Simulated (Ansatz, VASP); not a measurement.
**Ta (Ta(100)): VASP beside Ansatz**

One calculation is typed for both programs; each brings its own data sets. How far apart do they land? Of the first pair: The cell is taken from a series of runs on this material, whose earlier steps may have relaxed, scaled, displaced or heated it; both programs get it as it stands.

Program: Ansatz 0.2.0. Level of theory: plane waves, with VASP 6.6.1 beside it; single point at LDA and single point at PBE. Results are calculated unless marked as measured.

### 1. Set-up

The cell holds 8 atoms: 8 Ta. Its edges and angles: a = 3.310 Å, b = 3.310 Å, c = 27.585 Å, α = 90.0°, β = 90.0°, γ = 90.0°. Vacuum lies along c.

### 2. Ansatz: single point, LDA

Ansatz runs on its default PAW (the set named soft_2) files.

A single point gives forces, pressure and levels at one fixed geometry, so differences don't come from the geometry; what else differs is listed under the comparison.

File input.yaml:

```yaml
crystal:
  lattice:
    - [3.31, 0.0, 0.0]
    - [0.0, 3.31, 0.0]
    - [0.0, 0.0, 27.585]
  atoms:
    - { symbol: Ta, position: [0.0, 0.0, 0.2900126881] }
    - { symbol: Ta, position: [0.5, 0.5, 0.3500090629] }
    - { symbol: Ta, position: [0.0, 0.0, 0.4100054377] }
    - { symbol: Ta, position: [0.5, 0.5, 0.4700018126] }
    - { symbol: Ta, position: [0.0, 0.0, 0.5299981874] }
    - { symbol: Ta, position: [0.5, 0.5, 0.5899945623] }
    - { symbol: Ta, position: [0.0, 0.0, 0.6499909371] }
    - { symbol: Ta, position: [0.5, 0.5, 0.7099873119] }
hamiltonian:
  xc: lda
kpoints:
  mp_grid: { grid: [10, 10, 1] }
scf:
  occupations: { method: methfessel_paxton, width: 0.1 }
  convergence: { dr2_threshold: 1.0e-09 }
efield:
  axis: 3
  dipole_correction: true
output:
  write_potential: true
  write_density: true
  volumetric_format: npy
```

Command:

```console
ansatz run input.yaml --threads 2 --pin off --max-ram 4096MiB --backend cpu --events-out ev --progress --plain --runs-dir out
```

Numbers of over 12 decimals in the logs are rounded to 6 here.

The log of the run:

```text
Engine: ansatz 0.2.0, aarch64-unknown-linux-gnu
Pseudopotentials: kind: paw
Pseudopotential: Ta, paw, valence charge 13, recommended cutoff 420 eV (normal), Ta.paw.azcp
Functional definition: SPW92
  exchange = slater_x
  correlation = pw_c
Crystal: 8 atoms, lattice volume = 302.224 Å³
Basis set: ecut = 420 eV, 5941 PW (Γ)
Bands: 63, of which v1, the nominal top of the filled ones, is band 52 counted from 1 (51 counted from 0)
Symmetry: 8 space group operations
k-points: 21 of 100
Non-local potential: Ta, projectors of the file, l = 0: 3, l = 1: 2, l = 2: 2, l = 3: 1
PAW form: soft (Blöchl's): semilocal exchange-correlation on the pseudo side does not see the compensation charge
PAW frozen core: Ta, regenerated for the run's functional, and the local potential with it (the file was generated under x = pbe(κ = 0.804, μ = 0.219515), c = pbe(β = 0.066725))
PAW one-centre angular grid: Ta, 590 points (default); XC on 64 Gauss nodes
Initial density: superposition of atomic densities (neutral atoms: chi_scale 0, normalization atom), corrected by the library's trained network
Initial wavefunctions: pseudopotential atomic-orbital guess
Functional: x = slater, c = lda
SCF iter   1: F=—  HF=-77456.434939 eV  |F-HF|=—  |Δ(HF+E_count)|=         —  Δρ=1.06e-2  dr2=1.04e1  ethr=1.77e-3  p=0.000 e·Å  D=1.61e-13 V/Å  ΔV_dip=-0.00 eV  dr2_dipole=9.68e-8  V_vac-E_F(+/−)=4.71/4.71 eV  ⟨swp⟩=8.4  Hψ=6245  notcnv=0
efield: sawtooth ramp at fractional position 0.9500 (placed from the atoms, in the widest stretch of the axis that holds none; the zero of the levels goes with the place), width 0.1000; the density the first Hamiltonian is built on has a dipole p = 0.000 e·Å; the dipole correction subtracts the counter field D = 1.61e-13 V/Å, which shifts the + side's vacuum level by -0.00 eV against the − side's; the planar-averaged density in the ramp window peaks in size at 6.9e-5 e/Å³
preconditioner: auto → LDOS  [metal: Δε(μ)=0.034 eV  Ē_g=3.663 eV  σ=0.100 eV  W_gap=0.27  n_scr=64 (ndim 8)  ℏωp=13.5 eV  f_vac=0.444  D(μ)=6.99/eV (n_scr^D=44)  β→1.0]
SCF iter   2: F=—  HF=-77456.341537 eV  |F-HF|=—  |Δ(HF+E_count)|=   9.34e-2  S|Δr|=    0.00e0  Δρ=8.70e-3  dr2=4.58e0  ethr=1.77e-3  p=0.001 e·Å  D=4.70e-4 V/Å  ΔV_dip=-0.01 eV  dr2_dipole=1.33e-4  V_vac-E_F(+/−)=3.82/3.83 eV  ⟨swp⟩=3.1  Hψ=2062  notcnv=0  defer=87
SCF iter   3: F=—  HF=-77456.201587 eV  |F-HF|=—  |Δ(HF+E_count)|=   1.40e-1  S|Δr|=    0.00e0  Δρ=1.40e-3  dr2=1.04e-1  ethr=1.77e-3  p=-0.000 e·Å  D=-1.83e-4 V/Å  ΔV_dip=0.01 eV  dr2_dipole=9.14e-5  V_vac-E_F(+/−)=4.29/4.28 eV  ⟨swp⟩=2.8  Hψ=1633  notcnv=0  defer=87
SCF iter   4: F=—  HF=-77456.201659 eV  |F-HF|=—  |Δ(HF+E_count)|=   7.27e-5  S|Δr|=    0.00e0  Δρ=3.10e-4  dr2=7.34e-4  ethr=1.00e-4  p=-0.000 e·Å  D=-7.45e-6 V/Å  ΔV_dip=0.00 eV  dr2_dipole=5.69e-6  V_vac-E_F(+/−)=4.26/4.26 eV  ⟨swp⟩=1.6  Hψ=1455  notcnv=0  defer=73
SCF iter   5: F=—  HF=-77456.201495 eV  |F-HF|=—  |Δ(HF+E_count)|=   1.64e-4  S|Δr|=    0.00e0  Δρ=1.41e-4  dr2=2.99e-4  ethr=7.05e-7  p=-0.000 e·Å  D=-5.46e-5 V/Å  ΔV_dip=0.00 eV  dr2_dipole=6.20e-6  V_vac-E_F(+/−)=4.29/4.29 eV  ⟨swp⟩=3.3  Hψ=2470  notcnv=0  defer=73
SCF iter   6: F=—  HF=-77456.201483 eV  |F-HF|=—  |Δ(HF+E_count)|=   1.16e-5  S|Δr|=    0.00e0  Δρ=3.30e-5  dr2=8.17e-6  ethr=2.87e-7  p=-0.000 e·Å  D=-7.37e-7 V/Å  ΔV_dip=0.00 eV  dr2_dipole=7.82e-7  V_vac-E_F(+/−)=4.30/4.30 eV  ⟨swp⟩=2.2  Hψ=1745  notcnv=0  defer=73
SCF iter   7: F=—  HF=-77456.201811 eV  |F-HF|=—  |Δ(HF+E_count)|=   3.28e-4  S|Δr|=    0.00e0  Δρ=1.05e-5  dr2=2.05e-6  ethr=7.85e-9  p=-0.000 e·Å  D=-1.21e-5 V/Å  ΔV_dip=0.00 eV  dr2_dipole=3.10e-7  V_vac-E_F(+/−)=4.30/4.30 eV  ⟨swp⟩=2.4  Hψ=2219  notcnv=0  defer=73
SCF iter   8: F=—  HF=-77456.201811 eV  |F-HF|=—  |Δ(HF+E_count)|=   7.50e-8  S|Δr|=    0.00e0  Δρ=3.08e-6  dr2=9.58e-8  ethr=1.97e-9  p=-0.000 e·Å  D=-1.11e-6 V/Å  ΔV_dip=0.00 eV  dr2_dipole=1.99e-8  V_vac-E_F(+/−)=4.30/4.30 eV  ⟨swp⟩=2.0  Hψ=1892  notcnv=0  defer=73
SCF iter   9: F=—  HF=-77456.201811 eV  |F-HF|=—  |Δ(HF+E_count)|=   1.34e-8  S|Δr|=    0.00e0  Δρ=9.52e-7  dr2=1.46e-8  ethr=9.22e-11  p=-0.000 e·Å  D=-1.86e-6 V/Å  ΔV_dip=0.00 eV  dr2_dipole=6.99e-9  V_vac-E_F(+/−)=4.30/4.30 eV  ⟨swp⟩=2.2  Hψ=1672  notcnv=0  defer=73
SCF iter  10: F=—  HF=-77456.201811 eV  |F-HF|=—  |Δ(HF+E_count)|=  6.84e-10  S|Δr|=    0.00e0  Δρ=3.13e-7  dr2=1.61e-9  ethr=1.40e-11  p=0.000 e·Å  D=3.92e-9 V/Å  ΔV_dip=-0.00 eV  dr2_dipole=8.63e-10  V_vac-E_F(+/−)=4.30/4.30 eV  ⟨swp⟩=2.2  Hψ=1721  notcnv=0  defer=73
SCF iter  11: F=-77456.201811 eV  HF=-77456.201811 eV  |F-HF|=1.46e-10  |Δ(HF+E_count)|=  8.73e-11  S|Δr|=    0.00e0  Δρ=1.27e-7  dr2=2.15e-10  ethr=1.00e-12  p=-0.000 e·Å  D=-4.89e-8 V/Å  ΔV_dip=0.00 eV  dr2_dipole=4.14e-11  V_vac-E_F(+/−)=4.30/4.30 eV  ⟨swp⟩=14.4  Hψ=4074  notcnv=0
SCF 1 converged in 11 iterations: F = -77456.201811 eV  dr2 = 2.15e-10
  greatest PAW one-centre occupation: 1.000 electrons in one spin orbital (limit 2), on the Ta atom at site 3 (counted from 0), in its partial waves of l = 0
WARN: The output density's exchange-correlation potential varies sharply where the density is thin. Do not read a vacuum level from v_tot or v_xc, or from such a field of the output density. On a cell that repeats whose density bears no net charge and no dipole along the vacuum's axis use v_es (v_loc + v_h of the components); under efield.dipole_correction with no amplitude use v_es + v_field, which holds any externa [...]
SCF converged after 11 iterations
Stability not checked: this state was not tested for a lower state beside it, because cold or Methfessel-Paxton smearing, or corrected tetrahedra, fill the levels in a way that the test cannot read (fill_not_monotonic; see scf.lower_state_search)
Free energy (F): -77456.201811 eV
Harris-Foulkes:  -77456.201811 eV  (|F-HF|=1.46e-10)
Internal energy: -77456.201670 eV  (E = F + TS)
E sigma→0 (E₀):  -77456.201776 eV
Entropy (-TS):   -0.000141 eV (-0.018 meV/atom)
Fermi energy:    6.699957 eV
Dipole field:    D = -0.000007 V/Å  (p = -0.000012 e·Å, saw-weighted, corrected)
Work function:   Φ+ = 4.3012 eV   Φ− = 4.3011 eV
Levels:          The Fermi level and band energies are counted from a zero that moves with the ramp; work functions are not
--- Per-component energies (eV) ---
  E_band       = -2087.429715
  E_kinetic    = 2914.257179
  E_local      = -116068.643575  (includes V_loc(G=0)·N_el)
  E_nonlocal   = 162.811603
  E_hartree    = 56732.932998
  E_xc         = -1725.480578
  E_vxc        = -1620.802556  (∫ρ·V_xc dr)
  E_paw        = -65188.777395  (= ΣΔE_a)
  E_vpaw       = -940.920129  (= ΣTr[D̂ρ^β])
  E_aug_tail   = 0.001096  (compensation charges beyond the density's cutoff)
  E_efield     = 0.000000  (sawtooth field / dipole correction)
  E_vefield    = 0.000000  (∫n·V_field dr)
  E_ewald      = 45714.625780
  E_core_change = 2.071222  (= ΣΔE_core)
  E_smearing   = -0.000141  (= −TS)
  E_closure    = -0.000000  (closes the sum)
  Σ components = -77456.201811   (vs F -77456.201811, Δ=0.00e0)
--- Band table (eV; the first three rows and the last of 21) ---
  k-point 0: bands = [... 48 lower, 7.1937, 7.2285, 7.2285, 7.3744, 7.3744, 7.4594, 7.5631, 7.6329, ... 7 higher]
  k-point 1: bands = [... 48 lower, 6.9156, 6.9181, 7.0774, 7.1909, 7.2525, 7.4014, 7.4565, 7.6002, ... 7 higher]
  k-point 2: bands = [... 48 lower, 6.5012, 6.6217, 6.6610, 6.7763, 7.1171, 7.3027, 7.4018, 7.7535, ... 7 higher]
  k-point 20: bands = [... 48 lower, 5.8608, 5.8608, 6.6664, 6.6664, 7.6655, 7.6655, 8.9575, 8.9575, ... 7 higher]
```

The column dr2 measures how far the density is from self-consistency, as an energy; F and HF (Harris–Foulkes) agree once it is small.

### 3. VASP: single point, LDA

The same cell, functional (in two slightly different forms), mesh and smearing now go to VASP, with its own data sets.

Lines of VASP's logs that name or quote its potential files are left out, and so is its time.

File INCAR:

```
SYSTEM = Ta
PREC = Accurate
ENCUT = 400
EDIFF = 1E-06
NELM = 120
ISMEAR = 1
SIGMA = 0.1
LREAL = .FALSE.
ALGO = Normal
GGA = PW92
NBANDS = 54
LASPH = .TRUE.
LORBIT = 11
LWAVE = .FALSE.
LCHARG = .FALSE.
ISIF = 2
LDIPOL = .TRUE.
IDIPOL = 3
DIPOL = 0.5 0.5 0.5
LVHAR = .TRUE.
GGA_COMPAT = .FALSE.
NELMDL = -8
KPAR = 2
```

File POSCAR:

```
Ta
1.0
    3.3100000000      0.0000000000      0.0000000000
    0.0000000000      3.3100000000      0.0000000000
    0.0000000000      0.0000000000     27.5850000000
Ta
8
Direct
    0.0000000000      0.0000000000      0.2900126881
    0.5000000000      0.5000000000      0.3500090629
    0.0000000000      0.0000000000      0.4100054377
    0.5000000000      0.5000000000      0.4700018126
    0.0000000000      0.0000000000      0.5299981874
    0.5000000000      0.5000000000      0.5899945623
    0.0000000000      0.0000000000      0.6499909371
    0.5000000000      0.5000000000      0.7099873119
```

File KPOINTS:

```
Automatic mesh
0
Gamma
10 10 1
0 0 0
```

PAW data sets: Ta_pv (LDA family, release 64).

Command:

```console
mpirun -np 2 vasp_std
```

The log of the run:

```text
[banner, memory and clock lines left out]
running    2 mpi-ranks, on    1 nodes
 distrk:  each k-point on    1 cores,    2 groups
 distr:  one band on    1 cores,    1 groups

 POSCAR found type information on POSCAR Ta
 POSCAR found :  1 types and       8 ions
|                                                                             |
|               ----> ADVICE to this user running VASP <----                  |
|                                                                             |
|     You enforced a specific xc type in the INCAR file but a different       |
|     [... a line on the potential file left out ...]
|     I HOPE YOU KNOW WHAT YOU ARE DOING!                                     |
|                                                                             |

 LDA part: xc-table for (Slater(with rela. corr.)+PW92), standard interpolation
 POSCAR, INCAR and KPOINTS ok, starting setup
 FFT: planning ... GRIDC
 FFT: planning ... GRID_SOFT
 FFT: planning ... GRID
 WAVECAR not read
 entering main loop
       N       E                     dE             d eps       ncg     rms          rms(c)
DAV:   1     0.714957898038E+03    0.71496E+03   -0.45115E+04  2820   0.124E+03
DAV:   2    -0.711749445624E+02   -0.78613E+03   -0.76922E+03  2590   0.381E+02
DAV:   3    -0.106082257224E+03   -0.34907E+02   -0.33810E+02  2932   0.692E+01
DAV:   4    -0.107569480235E+03   -0.14872E+01   -0.14655E+01  3088   0.126E+01
DAV:   5    -0.107615277886E+03   -0.45798E-01   -0.45634E-01  3112   0.204E+00
DAV:   6    -0.107616786887E+03   -0.15090E-02   -0.15063E-02  3120   0.348E-01
DAV:   7    -0.107616871001E+03   -0.84114E-04   -0.84012E-04  3096   0.655E-02
DAV:   8    -0.107616876012E+03   -0.50112E-05   -0.50077E-05  2600   0.134E-02    0.363E+01
DAV:   9    -0.150507733995E+03   -0.42891E+02   -0.32985E+02  3242   0.620E+01    0.300E+01
DAV:  10    -0.116095655679E+03    0.34412E+02   -0.65390E+02  3294   0.485E+01    0.236E+01
DAV:  11    -0.105741400490E+03    0.10354E+02   -0.12834E+02  2938   0.291E+01    0.124E+01
DAV:  12    -0.100046094444E+03    0.56953E+01   -0.22535E+01  3090   0.147E+01    0.682E+00
DAV:  13    -0.987642923396E+02    0.12818E+01   -0.33071E+00  3112   0.745E+00    0.441E+00
DAV:  14    -0.985170708209E+02    0.24722E+00   -0.38893E-01  2948   0.240E+00    0.380E+00
[...]
DAV:  25    -0.979390968628E+02   -0.51764E-04   -0.38398E-05  2204   0.173E-02    0.468E-03
DAV:  26    -0.979390995655E+02   -0.27026E-05   -0.79149E-06  2160   0.116E-02    0.551E-03
DAV:  27    -0.979391056743E+02   -0.61089E-05   -0.51200E-06  1920   0.743E-03    0.292E-03
DAV:  28    -0.979391096535E+02   -0.39792E-05   -0.14819E-06  1770   0.487E-03    0.127E-03
DAV:  29    -0.979391214634E+02   -0.11810E-04   -0.75219E-07  1586   0.305E-03    0.148E-03
DAV:  30    -0.979391256179E+02   -0.41545E-05   -0.16782E-07  1504   0.201E-03    0.116E-03
DAV:  31    -0.979391299283E+02   -0.43105E-05   -0.26507E-07  1510   0.148E-03    0.157E-03
DAV:  32    -0.979391303642E+02   -0.43587E-06   -0.16809E-07  1426   0.164E-03
   1 F= -.97939130E+02 E0= -.97939602E+02  d E =0.141603E-02
```

OUTCAR, selected parts (step 3):

```text
ion  position               nearest neighbor table
   1  0.000  0.000  0.290-   2 2.87   2 2.87   2 2.87   2 2.87   3 3.31
   2  0.500  0.500  0.350-   1 2.87   3 2.87   1 2.87   3 2.87   1 2.87   3 2.87   1 2.87   3 2.87
                             4 3.31
   3  0.000  0.000  0.410-   2 2.87   2 2.87   2 2.87   2 2.87   4 2.87   4 2.87   4 2.87   4 2.87
                             1 3.31   5 3.31
   4  0.500  0.500  0.470-   5 2.87   5 2.87   5 2.87   5 2.87   3 2.87   3 2.87   3 2.87   3 2.87
                             6 3.31   2 3.31
   5  0.000  0.000  0.530-   4 2.87   4 2.87   4 2.87   4 2.87   6 2.87   6 2.87   6 2.87   6 2.87
                             3 3.31   7 3.31
   6  0.500  0.500  0.590-   7 2.87   7 2.87   7 2.87   7 2.87   5 2.87   5 2.87   5 2.87   5 2.87
                             8 3.31   4 3.31
   7  0.000  0.000  0.650-   6 2.87   8 2.87   6 2.87   8 2.87   6 2.87   8 2.87   6 2.87   8 2.87
                             5 3.31
   8  0.500  0.500  0.710-   7 2.87   7 2.87   7 2.87   7 2.87   6 3.31

  LATTYP: Found a simple tetragonal cell.
 ALAT       =     3.3100000000
 C/A-ratio  =     8.3338368580

 Subroutine GETGRP returns: Found 16 space group operations
 (whereof  8 operations were pure point group operations)

The static configuration has the point symmetry C_4v.
 The point group associated with its full space group is D_4h.

 Found     21 irreducible k-points:

   k-points           NKPTS =     21   k-points in BZ     NKDIM =     21   number of bands    NBANDS=     54

   dimension x,y,z NGX =    24 NGY =   24 NGZ =  180
   dimension x,y,z NGXF=    48 NGYF=   48 NGZF=  360

   ENCUT  =  400.0 eV  29.40 Ry    5.42 a.u.   5.40  5.40 44.98*2*pi/ulx,y,z

   NELECT =      88.0000    total number of electrons

 k-points in reciprocal lattice and weights: Automatic mesh
   0.00000000  0.00000000  0.00000000       0.010
   0.10000000  0.00000000  0.00000000       0.040
   0.20000000  0.00000000  0.00000000       0.040
   0.30000000  0.00000000  0.00000000       0.040
   0.40000000  0.00000000  0.00000000       0.040
   0.50000000  0.00000000  0.00000000       0.020
   0.10000000  0.10000000  0.00000000       0.040
   0.20000000  0.10000000  0.00000000       0.080
   0.30000000  0.10000000  0.00000000       0.080
[...]
0.50000000  0.40000000  0.00000000       0.040
   0.50000000  0.50000000  0.00000000       0.010

 dipolmoment           0.000000      0.000000      0.000000 electrons x Angstroem

 average (electrostatic) potential at core
       1 -42.9443       2 -41.9291       3 -41.7667       4 -41.6964       5 -41.6964
       6 -41.7667       7 -41.9291       8 -42.9443

 E-fermi :   0.5513

 k-point     1 :       0.0000    0.0000    0.0000
  band No.  band energies     occupation
    ...
     35      -2.0903      2.00000
     36      -1.1352      2.00000
     37       0.0573      2.00000
     38       0.5313      1.33080
     39       0.5543      0.94797
     40       1.0384     -0.00000
     41       1.0384     -0.00000
     42       1.0739     -0.00000
     43       1.0739     -0.00000
     44       1.2184     -0.00000
    ...

 k-point     2 :       0.1000    0.0000    0.0000
  band No.  band energies     occupation
    ...
     35      -1.9387      2.00000
     36      -1.0965      2.00000
     37      -0.0941      2.00000
     38       0.4598      2.02777
     39       0.4616      2.02165
     40       0.7076     -0.04950
     41       0.7590     -0.01234
     42       0.7651     -0.00998
     43       0.9223     -0.00000
     44       1.0351     -0.00000
    ...

 k-point     3 :       0.2000    0.0000    0.0000
  band No.  band energies     occupation
    ...
     39       0.1403      2.00000
     40       0.1790      2.00000
     41       0.3529      2.01686
     42       0.4655      2.00654
     43       0.5051      1.69661
     44       0.6268      0.04459
     45       0.9635     -0.00000
     46       1.1480     -0.00000
     47       1.2476     -0.00000
     48       1.6055     -0.00000
    ...

  Total      -15.4641470    -15.4641470    -12.4837650      0.0000000      0.0000000      0.0000000
  in kB      -81.9799361    -81.9799361    -66.1800652      0.0000000      0.0000000      0.0000000
  external PRESSURE =     -76.7133125 kB  Pullay stress =       0.0000000 kB

  energy-cutoff  :      400.00
  volume of cell :      302.22
      direct lattice vectors                 reciprocal lattice vectors
     3.310000000  0.000000000  0.000000000     0.302114804  0.000000000  0.000000000
     0.000000000  3.310000000  0.000000000     0.000000000  0.302114804  0.000000000
     0.000000000  0.000000000 27.585000000     0.000000000  0.000000000  0.036251586

 POSITION                                       TOTAL-FORCE (eV/Angst)
 -----------------------------------------------------------------------------------
      0.00000      0.00000      8.00000         0.000000     -0.000000      2.075402
      1.65500      1.65500      9.65500        -0.000000      0.000000     -1.238248
      0.00000      0.00000     11.31000         0.000000      0.000000     -0.399360
      1.65500      1.65500     12.96500         0.000000      0.000000      0.350621
      0.00000      0.00000     14.62000         0.000000      0.000000     -0.350621
      1.65500      1.65500     16.27500        -0.000000      0.000000      0.399360
      0.00000      0.00000     17.93000         0.000000      0.000000      1.238248
      1.65500      1.65500     19.58500        -0.000000      0.000000     -2.075402
 -----------------------------------------------------------------------------------
    total drift:                                0.000000     -0.000000      0.000000

  FREE ENERGIE OF THE ION-ELECTRON SYSTEM (eV)
  ---------------------------------------------------
  free  energy   TOTEN  =       -97.9391303642 eV

  energy  without entropy=      -97.9405463944  energy(sigma->0) =      -97.93960237

 vacuum level on the upper side and lower side of the slab         4.844         4.844

 total charge
# of ion       s       p       d       tot
------------------------------------------
    1        0.374   6.057   2.284   8.716
    2        0.373   6.163   2.387   8.923
    3        0.367   6.162   2.412   8.941
    4        0.369   6.158   2.418   8.946
    5        0.369   6.158   2.418   8.946
    6        0.367   6.162   2.412   8.941
    7        0.373   6.163   2.387   8.923
    8        0.374   6.057   2.284   8.716
--------------------------------------------------
tot          2.967  49.083  19.003  71.053

[... 3 further parts left out ...]
```

### 4. Differences

Known differences besides the potentials themselves: the data sets hold 104 valence electrons in Ansatz (on its default PAW (the set named soft_2) files) and 88 in VASP; the cutoff is 420 eV in Ansatz and 400 eV in VASP; VASP's log shows a relativistic correction to its local exchange, Ansatz's none. Total energies have different zeros and are not compared.

Both answers:

| quantity | Ansatz | VASP | difference |
| --- | --- | --- | --- |
| work function, lower of the two faces (eV) | 4.30 | 4.29 | +0.01 |
| work function, higher of the two faces (eV) | 4.30 | 4.29 | +0.01 |

With vacuum in the cell, a pressure given here is an average over mostly empty space and none of the material.

(Continued in part 2 of 2.)

[Lines on the potential files, build, host, timing and source positions are cut from VASP's logs without a mark.]

[Logs are printed without paths, hosts, clocks, repeated set-up lines and the standing remarks that a program may print on its own settings, such as how far it seeks lower states.]

[Hosts, paths, dates, database ids (printed as entryN), source tags and the programs' standing remarks are cut or masked in the printed files.]
